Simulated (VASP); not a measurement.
An input for Ansatz (written as the equivalent of a VASP run, and not itself run):

Ansatz 0.2 input:
```yaml
crystal:
  lattice:
    - [2.4987000, 1.4426250, 4.4835500]
    - [-2.4987000, 1.4426250, 4.4835500]
    - [0.0000000, -2.8852500, 4.4835500]
  atoms:
    - { symbol: Ga, position: [0.8533040, 0.8578360, 0.8240950] }
    - { symbol: Ga, position: [0.1624430, 0.1498470, 0.1255940] }
    - { symbol: Ga, position: [0.6584730, 0.6432900, 0.6508530] }
    - { symbol: Ga, position: [0.3380270, 0.3538680, 0.3630300] }
    - { symbol: O, position: [0.7641460, 0.4254900, 0.0717750] }
    - { symbol: O, position: [0.2537470, 0.5295350, 0.9604700] }
    - { symbol: O, position: [0.0354870, 0.7807840, 0.4591150] }
    - { symbol: O, position: [0.9398230, 0.2705490, 0.5417440] }
    - { symbol: O, position: [0.4634820, 0.0357480, 0.7393800] }
    - { symbol: O, position: [0.5310690, 0.9530550, 0.2639430] }
kpoints:
  mp_grid: { grid: [4, 4, 4] }
hamiltonian:
  xc: lda
  pseudopotentials: { kind: paw }
scf:
  occupations: { method: fermi_dirac, width: 0.01 }
  max_iter: 100
output: { forces: true, stress: true, eigenvalues: true }
```

Task: Translate this input to VASP (INCAR, KPOINTS, POSCAR, choice of POTCAR).

Result: This is not unique; one that fits is 
### KPOINTS
```
Automatic mesh
0
gamma
 4 4 4
```

### INCAR
```
ALGO=Normal
EDIFF=1E-6
ENCUT=400
ISIF=2
ISMEAR=-1
LASPH=.TRUE.
LCHARG=.FALSE.
LMAXMIX=4
LREAL=.FALSE.
LWAVE=.FALSE.
NBANDS=60
NELM=100
PREC=Accurate
SIGMA=0.01
SYSTEM=Ga2O3
```

### POSCAR
```
Ga2O3
1
    2.4987000000     1.4426250000     4.4835500000
   -2.4987000000     1.4426250000     4.4835500000
    0.0000000000    -2.8852500000     4.4835500000
Ga O
4 6
Direct
  0.8533040000   0.8578360000   0.8240950000
  0.1624430000   0.1498470000   0.1255940000
  0.6584730000   0.6432900000   0.6508530000
  0.3380270000   0.3538680000   0.3630300000
  0.7641460000   0.4254900000   0.0717750000
  0.2537470000   0.5295350000   0.9604700000
  0.0354870000   0.7807840000   0.4591150000
  0.9398230000   0.2705490000   0.5417440000
  0.4634820000   0.0357480000   0.7393800000
  0.5310690000   0.9530550000   0.2639430000
```

POTCAR, in this order: Ga_d O (LDA.64 set). Program: vasp_std.

Limits of the translation: each code has its own PAW files, so the cut-off isn't converted (ENCUT is set for VASP's; basis.ecutwfc is left out, and Ansatz then takes the one that its files recommend); Ansatz stops its SCF on the density residual and VASP on the energy change (EDIFF); Ansatz's lda is the Perdew-Wang form, while the LDA potentials of VASP carry Perdew-Zunger's; the number of bands isn't carried over, since the valence differs with the files.

The structure comes from a computed database's Ga2O3 entry; how it stands against other phases isn't given here. The cell was not relaxed at this level. The run is one of a series of settings (NBANDS = 60 against the base run), some of them coarse on purpose.
